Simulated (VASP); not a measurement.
Given:

```
GaC32Si31
1.0
    8.75833     0.00000     0.00000
    0.00000     8.75833     0.00000
    0.00000     0.00000     8.75833
Si C Ga
31 32 1
Direct
  0.50000   0.00000   0.00000
  0.75000   0.25000   0.00000
  0.75000   0.00000   0.25000
  0.00000   0.00000   0.00000
  0.25000   0.25000   0.00000
  0.50000   0.50000   0.00000
  0.75000   0.75000   0.00000
  0.25000   0.00000   0.25000
  0.49721   0.24506   0.25490
  0.74875   0.49861   0.25174
  0.50000   0.00000   0.50000
  0.75309   0.24784   0.50548
  0.75000   0.00000   0.75000
  0.00000   0.50000   0.00000
  0.25000   0.75000   0.00000
  0.00000   0.25000   0.25000
  0.24644   0.50257   0.25135
  0.50097   0.75119   0.24779
  0.00000   0.00000   0.50000
  0.25455   0.24908   0.50060
  0.74475   0.74807   0.49925
  0.25000   0.00000   0.75000
  0.50211   0.24519   0.75007
  0.74645   0.50413   0.74946
  0.00000   0.75000   0.25000
  0.00000   0.50000   0.50000
  0.25211   0.75456   0.49802
  0.00000   0.25000   0.75000
  0.25515   0.49642   0.75523
  0.50409   0.74889   0.75497
  0.00000   0.75000   0.75000
  0.62500   0.12500   0.12500
  0.87500   0.37500   0.12500
  0.87500   0.12500   0.37500
  0.12500   0.12500   0.12500
  0.37500   0.37500   0.12500
  0.62500   0.62500   0.12500
  0.87500   0.87500   0.12500
  0.37500   0.12500   0.37500
  0.62553   0.38036   0.37956
  0.87500   0.62500   0.37500
  0.62500   0.12500   0.62500
  0.87500   0.37500   0.62500
  0.87500   0.12500   0.87500
  0.12500   0.62500   0.12500
  0.37500   0.87500   0.12500
  0.12500   0.37500   0.37500
  0.37621   0.62719   0.37546
  0.62500   0.87500   0.37500
  0.12500   0.12500   0.62500
  0.37639   0.38037   0.62690
  0.62227   0.62030   0.62699
  0.87500   0.87500   0.62500
  0.37500   0.12500   0.87500
  0.62500   0.37500   0.87500
  0.87500   0.62500   0.87500
  0.12500   0.87500   0.37500
  0.12500   0.62500   0.62500
  0.37500   0.87500   0.62500
  0.12500   0.37500   0.87500
  0.37500   0.62500   0.87500
  0.62500   0.87500   0.87500
  0.12500   0.87500   0.87500
  0.49939   0.49684   0.50442
```
Cell charge -2.

Level of theory: PBE GGA, VASP's PBE PAW potentials (set 64) (plane waves; VASP). Run with PREC = Normal, LREAL = Auto, ISYM = 0, NELECT = 257.0, EDIFF = 1E-5, 400 eV cut-off, 1×1×1 Γ-centred mesh, Gaussian smearing of 0.050 eV, potentials Si C Ga. Starting moments (MAGMOM): 64*0.0156. The cell's moment is fixed (NUPDOWN = 1).

At this cut-off the stress carries a Pulay error, which pulls relaxed volumes low. The cell is charged, with a uniform compensating background. The supercell is sampled at Γ alone, which is coarse: total energies, pressure and levels can be off, energies of defects by several tenths of an eV.

**Question.** The ions are relaxed. Which structure does the run end with?

**Answer.** 
```
GaC32Si31
1.0
    8.75833     0.00000     0.00000
    0.00000     8.75833     0.00000
    0.00000     0.00000     8.75833
Si C Ga
31 32 1
Direct
  0.50067   0.00039   0.00000
  0.74936   0.24935   0.99959
  0.74944   0.00042   0.25113
  0.00074   0.00056   0.99992
  0.24946   0.24931   0.00010
  0.50083   0.50061   0.99989
  0.74951   0.74929   0.00005
  0.24951   0.00084   0.25121
  0.50267   0.24888   0.25052
  0.75018   0.49865   0.25051
  0.50084   0.00053   0.49982
  0.75025   0.24890   0.49796
  0.74942   0.00075   0.75107
  0.00050   0.50056   0.00002
  0.24943   0.74924   0.99960
  0.00103   0.24937   0.25118
  0.24894   0.50262   0.25034
  0.49890   0.75007   0.25032
  0.00050   0.00042   0.49985
  0.24874   0.24863   0.50192
  0.75009   0.74996   0.50171
  0.24939   0.00042   0.75113
  0.49864   0.24868   0.75169
  0.75017   0.50254   0.75154
  0.00048   0.74932   0.25119
  0.00074   0.50061   0.49980
  0.24905   0.75014   0.49784
  0.00053   0.24928   0.75123
  0.24884   0.49843   0.75178
  0.50266   0.75004   0.75165
  0.00102   0.74918   0.75099
  0.62519   0.12372   0.12424
  0.87624   0.37474   0.12436
  0.87638   0.12377   0.37532
  0.12516   0.12497   0.12560
  0.37496   0.37485   0.12575
  0.62533   0.62506   0.12573
  0.87505   0.87492   0.12563
  0.37516   0.12530   0.37545
  0.63353   0.36675   0.36716
  0.87488   0.62505   0.37544
  0.62532   0.12530   0.62542
  0.87499   0.37483   0.62573
  0.87506   0.12491   0.87555
  0.12371   0.62514   0.12422
  0.37485   0.87610   0.12429
  0.12547   0.37501   0.37535
  0.36680   0.63356   0.36687
  0.62523   0.87473   0.37533
  0.12364   0.12361   0.62560
  0.36606   0.36594   0.63440
  0.63349   0.63343   0.63379
  0.87620   0.87598   0.62556
  0.37497   0.12363   0.87681
  0.62524   0.37500   0.87509
  0.87636   0.62508   0.87668
  0.12381   0.87629   0.37535
  0.12563   0.62503   0.62535
  0.37499   0.87481   0.62571
  0.12373   0.37482   0.87692
  0.37519   0.62503   0.87521
  0.62525   0.87619   0.87676
  0.12506   0.87490   0.87545
  0.50007   0.50023   0.50050
```
Cell charge -2. The cell ends with 1.00 μB, on the first 30 sites 0.00 0.00 0.01 0.00 0.00 0.00 0.01 0.00 0.00 0.01 0.00 0.00 0.00 0.00 0.00 0.00 0.00 0.01 0.00 0.00 0.01 0.00 0.00 0.00 0.01 0.00 0.00 0.00 0.00 0.00 μB.

**Question.** How much energy does the relaxation gain?

**Answer.** The energy (σ→0) changes by -28.2 meV/atom, in 14 ionic steps.

```tsv
step	E(σ→0) (eV)	max force (eV/Å)	pressure (GPa)	volume (Å³)
1	-453.9784	5.496	6.43	671.84
2	-454.7077	2.858	6.29	671.84
3	-455.5915	0.920	5.85	671.84
4	-455.7250	0.424	5.80	671.84
5	-455.7464	0.294	5.80	671.84
6	-455.7750	0.114	5.79	671.84
7	-455.7750	0.114	5.79	671.84
8	-455.7805	0.059	5.80	671.84
9	-455.7805	0.060	5.80	671.84
10	-455.7824	0.033	5.80	671.84
11	-455.7824	0.035	5.80	671.84
12	-455.7831	0.032	5.80	671.84
13	-455.7831	0.035	5.80	671.84
14	-455.7835	0.014	5.80	671.84
```

The cell is a supercell with a defect, built from SiC (zinc blende): Ga_Si, charge -2.
